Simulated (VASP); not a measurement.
# Lattice vibrations of K2CdSe2O6, part 3 of 4

Aim: the phonon dispersion and thermal properties of K2CdSe2O6. The start is a cell from a database of measured crystal structures.

VASP 6.6.1; PBEsol; plane waves and PAW (Cd, Se, K_pv, O).

So far. Step 2 (Relax the host): The run ended after 6 ionic steps, 0.092 eV below its first step, once forces and stress met EDIFFG = -0.03. Step 3 (Tight relaxation): The run ended after 19 ionic steps, 0.001 eV below its first step, once forces and stress met EDIFFG = -0.002. The relaxed cell has a = 5.705, c = 18.996 Å (conventional setting).

### Step 4. Born charges and dielectric tensor

In a polar insulator long-range dipole fields split longitudinal from transverse optical modes; these two tensors supply that term.

INCAR reads:

```
SYSTEM = K2CdSe2O6
PREC = Accurate
ENCUT = 480
EDIFF = 1E-08
NELM = 120
ISMEAR = 0
SIGMA = 0.05
LREAL = .FALSE.
ALGO = Normal
GGA = PS
NBANDS = 48
LWAVE = .FALSE.
LCHARG = .FALSE.
KPAR = 4
LASPH = .TRUE.
LEPSILON = .TRUE.
```

POSCAR reads:

```
K2CdSe2O6
1.0
    2.8524278628      1.6468499945      6.3319036253
   -2.8524278628      1.6468499945      6.3319036253
    0.0000000000     -3.2936999889      6.3319036253
Cd Se K O
1 2 2 6
Direct
    0.0000000000      0.0000000000      0.0000000000
    0.3754393427      0.3754393427      0.3754393427
    0.6245606573      0.6245606573      0.6245606573
    0.1968853602      0.1968853602      0.1968853602
    0.8031146398      0.8031146398      0.8031146398
    0.2565715029      0.2565715029      0.7282770414
    0.7282770414      0.2565715029      0.2565715029
    0.2565715029      0.7282770414      0.2565715029
    0.2717229586      0.7434284971      0.7434284971
    0.7434284971      0.7434284971      0.2717229586
    0.7434284971      0.2717229586      0.7434284971
```

KPOINTS reads:

```
Automatic mesh
0
Gamma
6 6 6
0 0 0
```

PAW data sets: Cd, Se, K_pv and O (PBE family, release 64).

Run with:

```sh
mpirun -np 4 vasp_std
```

The log of the run:

```text
[... set-up lines as in an earlier step ...]
 entering main loop
       N       E                     dE             d eps       ncg     rms          rms(c)
DAV:   1     0.601207425358E+03    0.60121E+03   -0.34275E+04  3072   0.138E+03
DAV:   2    -0.893722484341E+01   -0.61014E+03   -0.58761E+03  3816   0.361E+02
DAV:   3    -0.661174044926E+02   -0.57180E+02   -0.56812E+02  3752   0.114E+02
DAV:   4    -0.670051941598E+02   -0.88779E+00   -0.88494E+00  3720   0.148E+01
DAV:   5    -0.670150712512E+02   -0.98771E-02   -0.98758E-02  3648   0.153E+00    0.258E+01
DAV:   6    -0.568025997171E+02    0.10212E+02   -0.42595E+01  4056   0.454E+01    0.134E+01
DAV:   7    -0.568343272562E+02   -0.31728E-01   -0.46874E+00  3536   0.106E+01    0.756E+00
DAV:   8    -0.567279726202E+02    0.10635E+00   -0.95484E-01  3608   0.491E+00    0.199E+00
DAV:   9    -0.566835768433E+02    0.44396E-01   -0.13836E-01  3600   0.205E+00    0.517E-01
DAV:  10    -0.566854523049E+02   -0.18755E-02   -0.25475E-02  3680   0.848E-01    0.135E-01
DAV:  11    -0.566857045099E+02   -0.25221E-03   -0.83902E-04  3744   0.181E-01    0.730E-02
DAV:  12    -0.566858069561E+02   -0.10245E-03   -0.25026E-04  3680   0.888E-02    0.233E-02
DAV:  13    -0.566858153936E+02   -0.84374E-05   -0.43194E-05  3808   0.333E-02    0.775E-03
DAV:  14    -0.566858184707E+02   -0.30772E-05   -0.42825E-06  3768   0.105E-02    0.402E-03
DAV:  15    -0.566858187821E+02   -0.31132E-06   -0.36029E-07  3656   0.298E-03    0.170E-03
DAV:  16    -0.566858187585E+02    0.23533E-07   -0.21149E-07  3816   0.212E-03    0.340E-04
DAV:  17    -0.566858187646E+02   -0.60572E-08   -0.22661E-08  3256   0.738E-04
   1 F= -.56685819E+02 E0= -.56685819E+02  d E =-.148211E-10
 Linear response reoptimize wavefunctions to high precision
DAV:   1    -0.566858187537E+02    0.10924E-07   -0.11123E-09  2288   0.188E-04
DAV:   2    -0.566858187537E+02   -0.32742E-10   -0.13865E-10  2288   0.626E-05
 Linear response G [H, r] |phi>, progress :
  Direction:   1
       N       E                     dE             d eps       ncg     rms
RMM:   1    -0.306040354875E+03   -0.30604E+03   -0.48720E+02  6768   0.122E+02
RMM:   2    -0.288625341034E+03    0.17415E+02   -0.39933E+01  5120   0.278E+01
RMM:   3    -0.289095873497E+03   -0.47053E+00   -0.14249E+00  5462   0.373E+00
RMM:   4    -0.289110084878E+03   -0.14211E-01   -0.27757E-02  5557   0.540E-01
RMM:   5    -0.289110500361E+03   -0.41548E-03   -0.15927E-03  5572   0.103E-01
RMM:   6    -0.289110523683E+03   -0.23322E-04   -0.29985E-04  5670   0.243E-02
RMM:   7    -0.289110525108E+03   -0.14258E-05   -0.23894E-04  5801   0.938E-03
RMM:   8    -0.289110525476E+03   -0.36789E-06   -0.37263E-04  5740   0.628E-03
RMM:   9    -0.289110528044E+03   -0.25676E-05   -0.22780E-04  5741   0.571E-03
RMM:  10    -0.289110526851E+03    0.11931E-05   -0.37374E-04  5768   0.561E-03
RMM:  11    -0.289110528885E+03   -0.20342E-05   -0.25223E-04  5748   0.556E-03
RMM:  12    -0.289110529295E+03   -0.41025E-06   -0.31701E-04  5820   0.555E-03
 Linear response G [H, r] |phi>, progress :
  Direction:   2
       N       E                     dE             d eps       ncg     rms
RMM:   1    -0.305739321889E+03   -0.30574E+03   -0.48309E+02  6750   0.122E+02
RMM:   2    -0.286749160028E+03    0.18990E+02   -0.39758E+01  5154   0.277E+01
RMM:   3    -0.287205613345E+03   -0.45645E+00   -0.12631E+00  5458   0.364E+00
RMM:   4    -0.287219319393E+03   -0.13706E-01   -0.24348E-02  5554   0.531E-01
RMM:   5    -0.287219712349E+03   -0.39296E-03   -0.13604E-03  5581   0.101E-01
RMM:   6    -0.287219733642E+03   -0.21293E-04   -0.98300E-05  5705   0.235E-02
RMM:   7    -0.287219735448E+03   -0.18057E-05    0.25977E-04  5848   0.902E-03
RMM:   8    -0.287219735252E+03    0.19542E-06   -0.39495E-04  5826   0.609E-03
RMM:   9    -0.287219734934E+03    0.31854E-06   -0.21330E-04  5792   0.554E-03
RMM:  10    -0.287219734158E+03    0.77599E-06   -0.44868E-04  5813   0.545E-03
RMM:  11    -0.287219733981E+03    0.17650E-06   -0.11014E-04  5772   0.540E-03
RMM:  12    -0.287219733254E+03    0.72682E-06   -0.31230E-04  5835   0.539E-03
 Linear response G [H, r] |phi>, progress :
  Direction:   3
       N       E                     dE             d eps       ncg     rms
RMM:   1    -0.287013204125E+03   -0.28701E+03   -0.17529E+02  6268   0.120E+02
RMM:   2    -0.288256752688E+03   -0.12435E+01   -0.37626E+01  5236   0.250E+01
RMM:   3    -0.288652720042E+03   -0.39597E+00   -0.14992E+00  5499   0.326E+00
RMM:   4    -0.288667738370E+03   -0.15018E-01   -0.58252E-02  5597   0.573E-01
RMM:   5    -0.288668221147E+03   -0.48278E-03   -0.34805E-03  5589   0.114E-01
RMM:   6    -0.288668289238E+03   -0.68091E-04   -0.27173E-04  5665   0.260E-02
RMM:   7    -0.288668292717E+03   -0.34790E-05   -0.84987E-05  5699   0.926E-03
RMM:   8    -0.288668293073E+03   -0.35598E-06   -0.46714E-05  5693   0.566E-03
RMM:   9    -0.288668293199E+03   -0.12599E-06   -0.81468E-05  5621   0.495E-03
RMM:  10    -0.288668293320E+03   -0.12163E-06   -0.35548E-05  5618   0.482E-03
RMM:  11    -0.288668293666E+03   -0.34534E-06   -0.83836E-05  5624   0.478E-03
RMM:  12    -0.288668293559E+03    0.10636E-06   -0.16082E-04  5679   0.477E-03
 Linear response to external field (no local field effect), progress :
  Direction:   1
       N       E                     dE             d eps       ncg     rms          rms(c)
RMM:   1    -0.143109635024E+01   -0.14311E+01   -0.69251E+00  6242   0.494E+00
RMM:   2    -0.148653410614E+01   -0.55438E-01   -0.65880E-02  5183   0.855E-01
RMM:   3    -0.148785496307E+01   -0.13209E-02   -0.30314E-03  5330   0.152E-01
RMM:   4    -0.148790378912E+01   -0.48826E-04   -0.16517E-04  5518   0.310E-02
RMM:   5    -0.148790628966E+01   -0.25005E-05   -0.62441E-06  5413   0.561E-03
RMM:   6    -0.148790640480E+01   -0.11514E-06   -0.10269E-06  5106   0.142E-03
RMM:   7    -0.148790641238E+01   -0.75749E-08   -0.60803E-07  4605   0.533E-04
RMM:   8    -0.148790641276E+01   -0.37898E-09   -0.58519E-07  4240   0.361E-04
RMM:   9    -0.148790641291E+01   -0.15097E-09   -0.53813E-07  3866   0.326E-04
RMM:  10    -0.148790641240E+01    0.50590E-09   -0.32763E-07  3654   0.321E-04
RMM:  11    -0.148790641281E+01   -0.40991E-09    0.37898E-07  3637   0.320E-04
RMM:  12    -0.148790641193E+01    0.88591E-09    0.56493E-07  3614   0.321E-04
 change of polarisation eV/A/(eV/A) component  1 :     2.976    -0.241     0.006
 dielectric tensor                  component  1 :     4.017    -0.244     0.006
 Linear response to external field (no local field effect), progress :
  Direction:   2
       N       E                     dE             d eps       ncg     rms          rms(c)
RMM:   1    -0.139393600422E+01   -0.13939E+01   -0.67217E+00  6295   0.491E+00
RMM:   2    -0.144735953097E+01   -0.53424E-01   -0.63151E-02  5190   0.833E-01
RMM:   3    -0.144864177907E+01   -0.12822E-02   -0.30306E-03  5330   0.151E-01
RMM:   4    -0.144869062121E+01   -0.48842E-04   -0.16315E-04  5536   0.311E-02
RMM:   5    -0.144869305141E+01   -0.24302E-05   -0.61483E-06  5422   0.562E-03
RMM:   6    -0.144869316096E+01   -0.10955E-06   -0.71841E-07  5109   0.140E-03
RMM:   7    -0.144869316835E+01   -0.73894E-08   -0.34227E-07  4644   0.531E-04
RMM:   8    -0.144869316910E+01   -0.74535E-09   -0.31133E-07  4322   0.355E-04
RMM:   9    -0.144869316937E+01   -0.26948E-09   -0.28904E-07  3925   0.318E-04
RMM:  10    -0.144869316980E+01   -0.43825E-09   -0.28387E-07  3727   0.312E-04
RMM:  11    -0.144869317028E+01   -0.47472E-09   -0.34159E-07  3713   0.312E-04
RMM:  12    -0.144869317140E+01   -0.11254E-08   -0.59964E-07  3684   0.311E-04
 change of polarisation eV/A/(eV/A) component  2 :    -0.241     2.897     0.003
 dielectric tensor                  component  2 :    -0.244     3.938     0.004
 Linear response to external field (no local field effect), progress :
  Direction:   3
       N       E                     dE             d eps       ncg     rms          rms(c)
RMM:   1    -0.106667731234E+01   -0.10667E+01   -0.42236E+00  6073   0.433E+00
RMM:   2    -0.110586096797E+01   -0.39184E-01   -0.41681E-02  5287   0.752E-01
RMM:   3    -0.110664364576E+01   -0.78268E-03   -0.19190E-03  5481   0.121E-01
RMM:   4    -0.110666958683E+01   -0.25941E-04   -0.88460E-05  5527   0.227E-02
RMM:   5    -0.110667063050E+01   -0.10437E-05   -0.27025E-06  5393   0.391E-03
RMM:   6    -0.110667066158E+01   -0.31083E-07   -0.39178E-07  5000   0.954E-04
RMM:   7    -0.110667066421E+01   -0.26291E-08   -0.27778E-07  4467   0.399E-04
RMM:   8    -0.110667066388E+01    0.33306E-09   -0.26369E-07  3983   0.295E-04
RMM:   9    -0.110667066347E+01    0.40511E-09   -0.25583E-07  3609   0.278E-04
RMM:  10    -0.110667066381E+01   -0.33991E-09   -0.23519E-07  3535   0.276E-04
RMM:  11    -0.110667066387E+01   -0.55881E-10   -0.19899E-07  3512   0.276E-04
 change of polarisation eV/A/(eV/A) component  3 :     0.006     0.003     2.213
 dielectric tensor                  component  3 :     0.006     0.004     3.244
 Linear response to external field, progress :
  Direction:   1
       N       E                     dE             d eps       ncg     rms          rms(c)
RMM:   1    -0.141196694894E+01   -0.14120E+01   -0.68179E+00 13353   0.493E+00
RMM:   2    -0.146694368626E+01   -0.54977E-01   -0.64569E-02 11049   0.847E-01    0.310E+00
RMM:   3    -0.129916475558E+01    0.16778E+00   -0.98779E-01 10836   0.318E+00    0.180E+00
RMM:   4    -0.126964498697E+01    0.29520E-01   -0.11029E-01 11066   0.131E+00    0.738E-01
RMM:   5    -0.130929228103E+01   -0.39647E-01   -0.32788E-02 11195   0.792E-01    0.186E-01
RMM:   6    -0.131751160649E+01   -0.82193E-02   -0.40829E-03 11232   0.238E-01    0.103E-01
RMM:   7    -0.132080375564E+01   -0.32921E-02   -0.90733E-04 11473   0.116E-01    0.191E-02
RMM:   8    -0.132147754194E+01   -0.67379E-03   -0.16211E-05 11758   0.204E-02    0.378E-03
RMM:   9    -0.132160724094E+01   -0.12970E-03   -0.19106E-05 11632   0.416E-03    0.181E-03
RMM:  10    -0.132164694411E+01   -0.39703E-04    0.44343E-05 11726   0.248E-03    0.577E-04
RMM:  11    -0.132165097543E+01   -0.40313E-05    0.65805E-05 11930   0.912E-04    0.333E-04
RMM:  12    -0.132163887193E+01    0.12104E-04   -0.11836E-06 11853   0.568E-04    0.609E-05
RMM:  13    -0.132163630295E+01    0.25690E-05   -0.51146E-06 11006   0.361E-04    0.474E-05
RMM:  14    -0.132163571246E+01    0.59050E-06    0.66502E-06  9011   0.309E-04    0.834E-06
 change of polarisation eV/A/(eV/A) component  1 :     2.453    -0.062    -0.002
 dielectric tensor                  component  1 :     3.487    -0.063    -0.002
 Linear response to external field, progress :
  Direction:   2
       N       E                     dE             d eps       ncg     rms          rms(c)
RMM:   1    -0.141257462505E+01   -0.14126E+01   -0.68240E+00 13318   0.493E+00
RMM:   2    -0.146693662846E+01   -0.54362E-01   -0.64947E-02 11056   0.846E-01    0.310E+00
RMM:   3    -0.129952092889E+01    0.16742E+00   -0.99171E-01 10865   0.318E+00    0.180E+00
RMM:   4    -0.126971953932E+01    0.29801E-01   -0.11112E-01 11052   0.131E+00    0.738E-01
RMM:   5    -0.130935221064E+01   -0.39633E-01   -0.33408E-02 11211   0.792E-01    0.186E-01
RMM:   6    -0.131750342910E+01   -0.81512E-02   -0.40907E-03 11231   0.237E-01    0.103E-01
RMM:   7    -0.132077675052E+01   -0.32733E-02   -0.88935E-04 11465   0.115E-01    0.186E-02
RMM:   8    -0.132142407194E+01   -0.64732E-03   -0.35578E-05 11705   0.185E-02    0.484E-03
RMM:   9    -0.132159347914E+01   -0.16941E-03    0.35083E-05 11952   0.540E-03    0.223E-03
RMM:  10    -0.132164700833E+01   -0.53529E-04    0.11277E-04 11427   0.294E-03    0.517E-04
RMM:  11    -0.132164776246E+01   -0.75413E-06    0.82143E-05 11868   0.951E-04    0.287E-04
RMM:  12    -0.132164204574E+01    0.57167E-05    0.11067E-05 11532   0.477E-04    0.119E-04
RMM:  13    -0.132163683805E+01    0.52077E-05    0.18354E-05 11005   0.404E-04    0.299E-05
RMM:  14    -0.132163607524E+01    0.76282E-06    0.47720E-06  8987   0.309E-04    0.147E-05
RMM:  15    -0.132163593416E+01    0.14108E-06    0.33261E-06  8431   0.303E-04    0.251E-06
 change of polarisation eV/A/(eV/A) component  2 :    -0.062     2.453    -0.000
 dielectric tensor                  component  2 :    -0.062     3.487    -0.000
 Linear response to external field, progress :
  Direction:   3
       N       E                     dE             d eps       ncg     rms          rms(c)
RMM:   1    -0.106667731234E+01   -0.10667E+01   -0.42236E+00  6073   0.433E+00
RMM:   2    -0.110585987609E+01   -0.39183E-01   -0.41670E-02  5286   0.752E-01    0.305E+00
RMM:   3    -0.909061677122E+00    0.19680E+00   -0.62475E-01  4998   0.269E+00    0.139E+00
RMM:   4    -0.900914062803E+00    0.81476E-02   -0.63175E-02  5203   0.104E+00    0.641E-01
RMM:   5    -0.925868910643E+00   -0.24955E-01   -0.43229E-02  5261   0.793E-01    0.167E-01
RMM:   6    -0.934908339260E+00   -0.90394E-02   -0.55987E-03  5255   0.235E-01    0.120E-01
RMM:   7    -0.938105855772E+00   -0.31975E-02   -0.26109E-03  5234   0.157E-01    0.360E-02
RMM:   8    -0.938718915900E+00   -0.61306E-03   -0.43150E-04  5466   0.322E-02    0.743E-03
RMM:   9    -0.938624622171E+00    0.94294E-04   -0.21609E-04  5588   0.703E-03    0.322E-03
RMM:  10    -0.938557544821E+00    0.67077E-04   -0.22458E-04  5258   0.380E-03    0.122E-03
RMM:  11    -0.938564791469E+00   -0.72466E-05   -0.16199E-04  5618   0.125E-03    0.325E-04
RMM:  12    -0.938557810415E+00    0.69811E-05   -0.14726E-04  5425   0.562E-04    0.119E-04
RMM:  13    -0.938545683676E+00    0.12127E-04   -0.26689E-05  4936   0.321E-04    0.402E-05
RMM:  14    -0.938545918825E+00   -0.23515E-06   -0.42112E-05  4370   0.267E-04    0.125E-05
RMM:  15    -0.938545599500E+00    0.31933E-06   -0.40320E-05  3716   0.248E-04    0.517E-06
 change of polarisation eV/A/(eV/A) component  3 :     0.001     0.003     1.718
 dielectric tensor                  component  3 :     0.001     0.003     2.742
 Born effective charges drift removed
```

Run time: 14 min. Hardware: 4 MPI ranks of Intel Xeon 6975P-C (Granite Rapids), shared host; peak memory 5.5 GiB; 56 min of CPU time.

OUTCAR, selected parts (step 4):

```text
  LATTYP: Found a trigonal (rhomboedric) cell.
 ALAT       =     7.1373288517
 COS(alpha) =     0.6805610121

The static configuration has the point symmetry D_3d.

 Found     32 irreducible k-points:

   NELECT =      74.0000    total number of electrons

  Total       -0.0228799     -0.0228799     -0.0159453      0.0000000     -0.0000000      0.0000000
  in kB       -0.2054047     -0.2054047     -0.1431494      0.0000000     -0.0000000      0.0000000
  external PRESSURE =      -0.1846529 kB  Pullay stress =       0.0000000 kB

  energy-cutoff  :      480.00
  volume of cell :      178.47
      direct lattice vectors                 reciprocal lattice vectors
     2.852427863  1.646849994  6.331903625     0.175289271  0.101203308  0.052643463
    -2.852427863  1.646849994  6.331903625    -0.175289271  0.101203308  0.052643463
     0.000000000 -3.293699989  6.331903625     0.000000000 -0.202406615  0.052643463

 POSITION                                       TOTAL-FORCE (eV/Angst)
 -----------------------------------------------------------------------------------
      0.00000      0.00000      0.00000         0.000000     -0.000000      0.000000
      0.00000      0.00000      7.13174         0.000000      0.000000      0.001441
      0.00000      0.00000     11.86397         0.000000     -0.000000     -0.001441
      0.00000      0.00000      3.73998         0.000000      0.000000      0.001607
      0.00000      0.00000     15.25573         0.000000     -0.000000     -0.001607
      0.00000     -1.55366      7.86055         0.000000      0.000371      0.000454
      1.34551      0.77683      7.86055        -0.000321     -0.000185      0.000454
     -1.34551      0.77683      7.86055         0.000321     -0.000185      0.000454
     -1.34551     -0.77683     11.13516         0.000321      0.000185     -0.000454
      0.00000      1.55366     11.13516         0.000000     -0.000371     -0.000454
      1.34551     -0.77683     11.13516        -0.000321      0.000185     -0.000454
 -----------------------------------------------------------------------------------
    total drift:                               -0.000000     -0.000000      0.000000

 MACROSCOPIC STATIC DIELECTRIC TENSOR (including local field effects in DFT)
 ------------------------------------------------------
           3.486769     0.000000     0.000000
           0.000000     3.486769     0.000000
           0.000000     0.000000     2.741601
 ------------------------------------------------------

 PIEZOELECTRIC TENSOR (including local field effects)  for field in x, y, z        (C/m^2)
          XX          YY          ZZ          XY          YZ          ZX
  --------------------------------------------------------------------------------
  x     0.00000     0.00000     0.00000     0.00000     0.00000     0.00000
  y     0.00000     0.00000     0.00000     0.00000     0.00000     0.00000
  z     0.00000     0.00000     0.00000     0.00000     0.00000     0.00000

 BORN EFFECTIVE CHARGES (including local field effects) (in |e|, cummulative output)
 ---------------------------------------------------------------------------------
 ion    1
    1     2.88064     0.00000     0.00000
    2     0.00000     2.88064     0.00000
    3     0.00000     0.00000     1.75635
 ion    2
    1     2.99901     0.00000     0.00000
    2     0.00000     2.99901     0.00000
    3     0.00000     0.00000     0.88947
 ion    3
    1     2.99901     0.00000     0.00000
    2     0.00000     2.99901     0.00000
    3     0.00000     0.00000     0.88947
 ion    4
    1     1.23759     0.00000     0.00000
    2     0.00000     1.23759     0.00000
    3     0.00000     0.00000     1.41740
 ion    5
    1     1.23759     0.00000     0.00000
    2     0.00000     1.23759     0.00000
    3     0.00000     0.00000     1.41740
 ion    6
    1    -1.05727     0.00000     0.00000
    2     0.00000    -2.72735     0.57233
    3     0.00000     0.01299    -1.06168
 ion    7
    1    -2.30983    -0.72317    -0.49566
    2    -0.72317    -1.47479    -0.28617
    3    -0.01125    -0.00649    -1.06168
 ion    8
    1    -2.30983     0.72317     0.49566
    2     0.72317    -1.47479    -0.28617
    3     0.01125    -0.00649    -1.06168
 ion    9
    1    -2.30983    -0.72317    -0.49566
    2    -0.72317    -1.47479    -0.28617
    3    -0.01125    -0.00649    -1.06168
 ion   10
    1    -1.05727     0.00000     0.00000
[...]
2     0.72317    -1.47479    -0.28617
    3     0.01125    -0.00649    -1.06168

[... 4 parts as in an earlier step ...]

[... 3 further parts left out ...]
```

Energies printed during the response cycles are not total energies of the cell.

Numbers from this step:

| Item | Value |
| --- | --- |
| Fermi energy | -0.1929 eV |
| pressure | -0.01847 GPa |

Electronic dielectric tensor with local fields:

```
3.49 0.00 0.00
0.00 3.49 0.00
0.00 0.00 2.74
```

Born effective charge (e), principal values of the symmetric part by kind of site:

```tsv
atom	atoms with these values	low	middle	high	mean
Cd1	1	1.76	2.88	2.88	2.51
Se2	2	0.89	3.00	3.00	2.30
K4	2	1.24	1.24	1.42	1.30
O6	6	-2.78	-1.06	-1.01	-1.62
```

In full for Cd1:

```
2.88 0.00 0.00
0.00 2.88 0.00
0.00 0.00 1.76
```

(Continued in part 4 of 4.)

[Lines on the potential files, build, host, timing and source positions are cut from VASP's logs without a mark.]

[Logs are printed without paths, hosts, clocks, repeated set-up lines and the standing remarks that a program may print on its own settings, such as how far it seeks lower states.]

[Hosts, paths, dates, database ids (printed as entryN), source tags and the programs' standing remarks are cut or masked in the printed files.]

[Runs that stopped without an error message from VASP are left out.]
